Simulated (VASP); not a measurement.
Level of theory: TPSS meta-GGA, VASP's PBE PAW potentials (set 64) (plane waves; VASP).

VASP ran on this input.

### KPOINTS_OPT
```
k-points along high-symmetry lines
10
Line-mode
Reciprocal
  0.000000   0.000000   0.000000 ! GAMMA
  0.500000  -0.500000   0.500000 ! H

  0.500000  -0.500000   0.500000 ! H
  0.000000  -0.000000   0.500000 ! N

  0.000000  -0.000000   0.500000 ! N
  0.000000   0.000000   0.000000 ! GAMMA

  0.000000   0.000000   0.000000 ! GAMMA
  0.250000   0.250000   0.250000 ! P

  0.250000   0.250000   0.250000 ! P
  0.500000  -0.500000   0.500000 ! H

  0.250000   0.250000   0.250000 ! P
  0.000000  -0.000000   0.500000 ! N
```

### POSCAR
```
Rb
1
   -2.8885571717     2.8885571717     2.8885571717
    2.8885571717    -2.8885571717     2.8885571717
    2.8885571717     2.8885571717    -2.8885571717
Rb
1
Direct
  1.0000000000   1.0000000000   1.0000000000
```

INCAR:
```
SYSTEM  =  Rb
PREC  =  Accurate; ENCUT  =  520; LREAL  =  F
LASPH  =  T
EDIFF  =  1E-7; NELM  =  100; ALGO  =  Normal
LMAXMIX  =  4; LMIXTAU  =  T
ISMEAR  =  -5
METAGGA  =  TPSS
ISIF  =  2
LWAVE  =  F; LCHARG  =  F; LORBIT  =  11
NEDOS  =  601
```

**KPOINTS**
```
Automatic mesh
0
Gamma
10 10 10
0 0 0
```

POTCAR, in this order: Rb_sv (PBE.64 set). Program: vasp_std.

Output

### OUTCAR
```
 ion  position               nearest neighbor table
   1  0.000  0.000  0.000-
  LATTYP: Found a body centered cubic cell.
 ALAT       =     5.7771143434
 Subroutine PRICEL returns:
 Original cell was already a primitive cell.
 Subroutine GETGRP returns: Found 48 space group operations
The static configuration has the point symmetry O_h .
The dynamic configuration has the point symmetry O_h .
 Subroutine INISYM returns: Found 48 space group operations
 Subroutine IBZKPT returns following result:
 Found     47 irreducible k-points:

 Following reciprocal coordinates:
            Coordinates               Weight
  0.000000  0.000000  0.000000      1.000000
  0.100000  0.000000  0.000000     12.000000
  0.200000  0.000000  0.000000     12.000000
  0.300000  0.000000  0.000000     12.000000
  0.400000  0.000000  0.000000     12.000000
  0.500000  0.000000  0.000000      6.000000
  0.100000  0.100000  0.000000     24.000000
  0.200000  0.100000  0.000000     48.000000
  0.300000  0.100000 -0.000000     48.000000
  0.400000  0.100000  0.000000     48.000000
  0.200000  0.200000  0.000000     24.000000
  0.300000  0.200000  0.000000     48.000000
  0.400000  0.200000  0.000000     24.000000
  0.300000  0.300000  0.000000     24.000000
  0.100000  0.100000  0.100000      8.000000
  0.200000  0.100000  0.100000     24.000000
  0.300000  0.100000  0.100000     24.000000
  0.400000  0.100000  0.100000     12.000000
 -0.100000  0.100000  0.100000      6.000000
  0.200000  0.200000  0.100000     24.000000
  0.300000  0.200000  0.100000     48.000000
 -0.200000  0.200000  0.100000     24.000000
  0.300000  0.300000  0.100000      8.000000
 -0.300000  0.300000  0.100000     24.000000
 -0.200000  0.300000  0.100000     24.000000
 -0.400000  0.400000  0.100000     24.000000
 -0.300000  0.400000  0.100000     48.000000
  0.500000  0.500000  0.100000     12.000000
 -0.400000  0.500000  0.100000     48.000000
 -0.300000  0.500000  0.100000     24.000000
 -0.400000 -0.400000  0.100000     24.000000
  0.200000  0.200000  0.200000      8.000000
  0.300000  0.200000  0.200000     12.000000
 -0.200000  0.200000  0.200000      6.000000
 -0.300000  0.300000  0.200000     24.000000
 -0.400000  0.400000  0.200000     24.000000
 -0.300000  0.400000  0.200000     24.000000
  0.500000  0.500000  0.200000     12.000000
 -0.400000  0.500000  0.200000     48.000000
 -0.400000 -0.400000  0.200000      8.000000
   k-points           NKPTS =     47   k-points in BZ     NKDIM =     47   number of bands    NBANDS=      8
   number of dos      NEDOS =    601   number of ions     NIONS =      1
   total plane-waves  NPLWV =  64000
   dimension x,y,z NGX =    40 NGY =   40 NGZ =   40
   dimension x,y,z NGXF=    80 NGYF=   80 NGZF=   80
   ions per type =               1
   PREC   = accura    normal or accurate (medium, high low for compatibility)
   ISTART =      0    job   : 0-new  1-cont  2-samecut
   ICHARG =      2    charge: 1-file 2-atom 10-const
   ISPIN  =      1    spin polarized calculation?
   LNONCOLLINEAR =      F non collinear calculations
   LSORBIT =      F    spin-orbit coupling
   INIWAV =      1    electr: 0-lowe 1-rand  2-diag
   ENCUT  =  520.0 eV  38.22 Ry    6.18 a.u.   9.30  9.30  9.30*2*pi/ulx,y,z
   NELM   =    100;   NELMIN=  2; NELMDL= -5     # of ELM steps
   EDIFF  = 0.1E-06   stopping-criterion for ELM
   LREAL  =      F    real-space projection
   NLSPLINE    = F    spline interpolate recip. space projectors
   LMAXMIX     =    4 max onsite mixed and CHGCAR
   VOSKOWN=      0    Vosko Wilk Nusair interpolation
...
```

**OSZICAR**
```
...
DAV:  14    -0.107423691022E+02    0.14842E+01   -0.40370E-01  1080   0.405E+00    0.765E+00
DAV:  15    -0.974918896567E+01    0.99318E+00   -0.50790E-01  1144   0.435E+00    0.541E+00
DAV:  16    -0.929689130191E+01    0.45230E+00   -0.84826E-01   976   0.620E+00    0.304E+00
DAV:  17    -0.938728848450E+01   -0.90397E-01   -0.81873E-02  1040   0.172E+00    0.269E+00
DAV:  18    -0.946851527841E+01   -0.81227E-01   -0.77327E-02  1112   0.213E+00    0.221E+00
DAV:  19    -0.957329718018E+01   -0.10478E+00   -0.45563E-02   776   0.181E+00    0.148E+00
DAV:  20    -0.962470966874E+01   -0.51412E-01   -0.26172E-02   808   0.173E+00    0.884E-01
DAV:  21    -0.964415897456E+01   -0.19449E-01   -0.12146E-02   776   0.112E+00    0.568E-01
DAV:  22    -0.961555911691E+01    0.28600E-01   -0.93327E-03   752   0.124E+00    0.319E-01
DAV:  23    -0.961621495387E+01   -0.65584E-03   -0.15123E-01   752   0.330E+00    0.131E-01
DAV:  24    -0.958375976662E+01    0.32455E-01   -0.42655E-01   752   0.867E+00    0.713E-02
DAV:  25    -0.959436753153E+01   -0.10608E-01   -0.13073E-02   752   0.196E+00    0.526E-02
DAV:  26    -0.959308025824E+01    0.12873E-02   -0.48985E-04   880   0.278E-01    0.477E-02
DAV:  27    -0.959114010930E+01    0.19401E-02   -0.25011E-03   752   0.681E-01    0.421E-02
DAV:  28    -0.959263889232E+01   -0.14988E-02   -0.61251E-03   752   0.886E-01    0.493E-02
DAV:  29    -0.258920966906E+07   -0.25892E+07   -0.25854E+07   984   0.591E+03    0.564E+01
DAV:  30     0.442890435386E+03    0.25897E+07   -0.12936E+04   768   0.160E+03    0.351E+01
DAV:  31     0.971881369124E+02   -0.34570E+03   -0.34773E+03  1424   0.370E+02    0.750E+01
DAV:  32    -0.411989919532E+01   -0.10131E+03   -0.10066E+03   976   0.142E+02    0.160E+01
DAV:  33    -0.102755140443E+02   -0.61556E+01   -0.62339E+01  1256   0.609E+01    0.294E+01
DAV:  34    -0.965431334492E+01    0.62120E+00   -0.24031E+00  1128   0.113E+01    0.188E+01
DAV:  35    -0.984604946536E+01   -0.19174E+00   -0.27753E-01   936   0.376E+00    0.103E+01
DAV:  36    -0.979656217526E+01    0.49487E-01   -0.98990E-02   904   0.284E+00    0.808E+00
DAV:  37    -0.977085773692E+01    0.25704E-01   -0.61131E-02  1032   0.214E+00    0.476E+00
DAV:  38    -0.965694068124E+01    0.11392E+00   -0.63565E-02   752   0.245E+00    0.367E+00
DAV:  39    -0.966150287797E+01   -0.45622E-02   -0.36193E-02   896   0.205E+00    0.189E+00
DAV:  40    -0.963269345441E+01    0.28809E-01   -0.14593E-02   880   0.135E+00    0.900E-01
DAV:  41    -0.965317913110E+01   -0.20486E-01   -0.71883E-03   792   0.954E-01    0.567E-01
DAV:  42    -0.964333703019E+01    0.98421E-02   -0.16271E-02   824   0.114E+00    0.446E-01
DAV:  43    -0.963891505854E+01    0.44220E-02   -0.88824E-03   760   0.103E+00    0.432E-01
DAV:  44    -0.962397540907E+01    0.14940E-01   -0.68586E-03   800   0.988E-01    0.329E-01
DAV:  45    -0.963192784183E+01   -0.79524E-02   -0.54294E-03   800   0.786E-01    0.250E-01
DAV:  46    -0.962153971437E+01    0.10388E-01   -0.21991E-03   824   0.578E-01    0.201E-01
DAV:  47    -0.961858498184E+01    0.29547E-02   -0.35232E-03   800   0.743E-01    0.204E-01
DAV:  48    -0.961880570868E+01   -0.22073E-03   -0.17426E-03   784   0.540E-01    0.228E-01
DAV:  49    -0.962084960486E+01   -0.20439E-02   -0.82475E-04   816   0.412E-01    0.245E-01
DAV:  50    -0.961789154046E+01    0.29581E-02   -0.36031E-03   784   0.629E-01    0.278E-01
DAV:  51    -0.961529549807E+01    0.25960E-02   -0.37537E-04   808   0.279E-01    0.259E-01
DAV:  52    -0.961396362275E+01    0.13319E-02   -0.56587E-04   800   0.437E-01    0.260E-01
DAV:  53    -0.961601223308E+01   -0.20486E-02   -0.54852E-04   800   0.405E-01    0.258E-01
DAV:  54    -0.961633076757E+01   -0.31853E-03   -0.39749E-05   864   0.102E-01    0.263E-01
DAV:  55    -0.961517333995E+01    0.11574E-02   -0.46550E-04   784   0.222E-01    0.264E-01
DAV:  56    -0.961606416985E+01   -0.89083E-03   -0.66692E-04   776   0.274E-01    0.263E-01
DAV:  57    -0.961403593286E+01    0.20282E-02   -0.34810E-04   784   0.318E-01    0.266E-01
DAV:  58    -0.961448302212E+01   -0.44709E-03   -0.70396E-04   760   0.440E-01    0.268E-01
DAV:  59    -0.961401441206E+01    0.46861E-03   -0.35794E-04   768   0.293E-01    0.275E-01
DAV:  60    -0.961191614179E+01    0.20983E-02   -0.75053E-04   776   0.433E-01    0.280E-01
DAV:  61    -0.961003956384E+01    0.18766E-02   -0.11631E-03   752   0.454E-01    0.250E-01
DAV:  62    -0.960753727679E+01    0.25023E-02   -0.15840E-04   800   0.127E-01    0.220E-01
DAV:  63    -0.960446635396E+01    0.30709E-02   -0.88389E-04   752   0.333E-01    0.178E-01
DAV:  64    -0.960281316443E+01    0.16532E-02   -0.83927E-04   752   0.360E-01    0.125E-01
DAV:  65    -0.959845088015E+01    0.43623E-02   -0.27069E-03   752   0.688E-01    0.862E-02
DAV:  66    -0.958794855541E+01    0.10502E-01   -0.97155E+02   752   0.810E+04    0.432E-02
DAV:  67    -0.960018906370E+01   -0.12241E-01   -0.99691E-02   760   0.367E+00    0.400E-02
DAV:  68    -0.959859200965E+01    0.15971E-02   -0.19504E-03   968   0.339E-01    0.357E-02
DAV:  69    -0.959696263540E+01    0.16294E-02   -0.19570E-03   752   0.518E-01    0.226E-02
DAV:  70    -0.959636042876E+01    0.60221E-03   -0.74939E-04   752   0.322E-01    0.181E-02
DAV:  71    -0.961509854897E+01   -0.18738E-01   -0.12324E-02   752   0.129E+00    0.867E-02
DAV:  72    -0.959786023750E+01    0.17238E-01   -0.10993E-02   752   0.158E+00    0.269E-02
DAV:  73    -0.959175976920E+01    0.61005E-02   -0.78901E-03   752   0.142E+00    0.235E-02
DAV:  74    -0.958199843707E+01    0.97613E-02   -0.68409E+02   752   0.299E+04    0.217E-02
DAV:  75    -0.959512466810E+01   -0.13126E-01   -0.10483E-01   752   0.448E+00    0.215E-02
DAV:  76    -0.959146689332E+01    0.36578E-02   -0.50984E-03   752   0.982E-01    0.187E-02
DAV:  77    -0.958551845659E+01    0.59484E-02   -0.12063E+01   752   0.493E+02    0.202E-02
DAV:  78    -0.958577253645E+01   -0.25408E-03   -0.16418E-02   752   0.917E+01    0.199E-02
DAV:  79    -0.136926803248E+02   -0.41069E+01   -0.29681E+01  1488   0.590E+00    0.154E-01
DAV:  80    -0.959437090768E+01    0.40983E+01   -0.18731E+01   752   0.874E+00    0.292E-02
DAV:  81    -0.435453910307E+06   -0.43544E+06   -0.43453E+06  1504   0.262E+04    0.562E+01
DAV:  82     0.412335063666E+03    0.43587E+06   -0.12916E+04   752   0.157E+03    0.392E+01
DAV:  83    -0.475695684706E+02   -0.45990E+03   -0.58074E+03  1504   0.318E+02    0.716E+01
DAV:  84    -0.297496528380E+02    0.17820E+02   -0.19540E+02  1152   0.123E+02    0.702E+01
DAV:  85    -0.294487758113E+02    0.30088E+00   -0.13767E+01  1120   0.236E+01    0.228E+01
DAV:  86    -0.115803660369E+02    0.17868E+02   -0.39966E+01  1400   0.322E+01    0.863E+00
DAV:  87    -0.102878921737E+02    0.12925E+01   -0.37948E+00  1208   0.110E+01    0.954E+00
DAV:  88    -0.989406949143E+01    0.39382E+00   -0.35830E-01  1144   0.520E+00    0.712E+00
DAV:  89    -0.953936528186E+01    0.35470E+00   -0.30214E-01  1136   0.417E+00    0.257E+00
DAV:  90    -0.939422857154E+01    0.14514E+00   -0.15903E-01  1056   0.385E+00    0.158E+00
DAV:  91    -0.939142132259E+01    0.28072E-02   -0.12635E-02   912   0.148E+00    0.146E+00
DAV:  92    -0.940319684275E+01   -0.11776E-01   -0.17008E-03   928   0.549E-01    0.146E+00
DAV:  93    -0.940965119187E+01   -0.64543E-02   -0.23469E-04  1088   0.219E-01    0.147E+00
DAV:  94    -0.938663396598E+01    0.23017E-01   -0.11087E-03   792   0.430E-01    0.147E+00
DAV:  95    -0.933855790760E+01    0.48076E-01   -0.27575E-03   784   0.615E-01    0.148E+00
DAV:  96    -0.937230560437E+01   -0.33748E-01   -0.49719E-03   760   0.885E-01    0.158E+00
DAV:  97    -0.934774182914E+01    0.24564E-01   -0.62749E-03   752   0.816E-01    0.164E+00
DAV:  98    -0.930012141682E+01    0.47620E-01   -0.14366E-02   808   0.105E+00    0.163E+00
DAV:  99    -0.926158676059E+01    0.38535E-01   -0.25096E-02   840   0.121E+00    0.160E+00
DAV: 100    -0.923807201577E+01    0.23515E-01   -0.12648E-02   824   0.104E+00
   1 F= -.92380720E+01 E0= -.92380720E+01  d E =0.000000E+00
       N       E                     dE             ncg
       N       E                     dE             ncg
```

File OUTCAR:
```
------------------------ aborting loop EDIFF was not reached (unconverged)  ----------------------------
  FORCE on cell =-STRESS in cart. coord.  units (eV):
  Direction    XX          YY          ZZ          XY          YZ          ZX
  --------------------------------------------------------------------------------------
  Total        1.6939743      1.6939743      1.6939743      0.0000000     -0.0000000      0.0000000
  in kB       28.1523401     28.1523401     28.1523401      0.0000000     -0.0000000      0.0000000
  external PRESSURE =      28.1523401 kB  Pullay stress =       0.0000000 kB
  volume of cell :       96.41
      direct lattice vectors                 reciprocal lattice vectors
    -2.888557172  2.888557172  2.888557172     0.000000000  0.173096799  0.173096799
     2.888557172 -2.888557172  2.888557172     0.173096799  0.000000000  0.173096799
     2.888557172  2.888557172 -2.888557172     0.173096799  0.173096799  0.000000000
 POSITION                                       TOTAL-FORCE (eV/Angst)
 -----------------------------------------------------------------------------------
      0.00000      0.00000      0.00000         0.000000     -0.000000      0.000000
 -----------------------------------------------------------------------------------
    total drift:                               -0.000000      0.000000      0.000000
  FREE ENERGIE OF THE ION-ELECTRON SYSTEM (eV)
  ---------------------------------------------------
  free  energy   TOTEN  =        -9.2380720158 eV

  energy  without entropy=       -9.2380720158  energy(sigma->0) =       -9.23807202

 total charge

# of ion       s       p       d       tot
------------------------------------------
    1        1.969   5.416   0.005   7.389
```
(Selected blocks of OUTCAR.)

**stdout**
```
...
|                                                                             |
 -----------------------------------------------------------------------------

   1 F= -.92380720E+01 E0= -.92380720E+01  d E =0.000000E+00

 -----------------------------------------------------------------------------
|                                                                             |
|           W    W    AA    RRRRR   N    N  II  N    N   GGGG   !!!           |
|           W    W   A  A   R    R  NN   N  II  NN   N  G    G  !!!           |
|           W    W  A    A  R    R  N N  N  II  N N  N  G       !!!           |
|           W WW W  AAAAAA  RRRRR   N  N N  II  N  N N  G  GGG   !            |
|           WW  WW  A    A  R   R   N   NN  II  N   NN  G    G                |
|           W    W  A    A  R    R  N    N  II  N    N   GGGG   !!!           |
|                                                                             |
|     Changing the smearing to ISMEAR=1 (the default) for those parts of      |
|     this job that use k-points specified in line-mode.                      |
|                                                                             |
 -----------------------------------------------------------------------------

 Start KPOINTS_OPT (optional k-point list driver)
k-point batch [1-47\60]
       N       E                     dE             ncg
k-point batch [48-60\60]
       N       E                     dE             ncg

 -----------------------------------------------------------------------------
|                                                                             |
|           W    W    AA    RRRRR   N    N  II  N    N   GGGG   !!!           |
|           W    W   A  A   R    R  NN   N  II  NN   N  G    G  !!!           |
|           W    W  A    A  R    R  N N  N  II  N N  N  G       !!!           |
|           W WW W  AAAAAA  RRRRR   N  N N  II  N  N N  G  GGG   !            |
|           WW  WW  A    A  R   R   N   NN  II  N   NN  G    G                |
|           W    W  A    A  R    R  N    N  II  N    N   GGGG   !!!           |
|                                                                             |
|     Tetrahedron method does not include variations of the Fermi             |
|     occupations, so forces and stress will be inaccurate. We suggest        |
|     using a different smearing scheme ISMEAR = 1 or 2 for metals in         |
|     relaxations.                                                            |
|                                                                             |
 -----------------------------------------------------------------------------
```

The run did not converge; its last values are not results.

For a metal the tetrahedron method with Blöchl corrections gives inexact stress and forces.

The compound is Rb in the bcc structure. It was relaxed first, which changed the volume by +7 %.
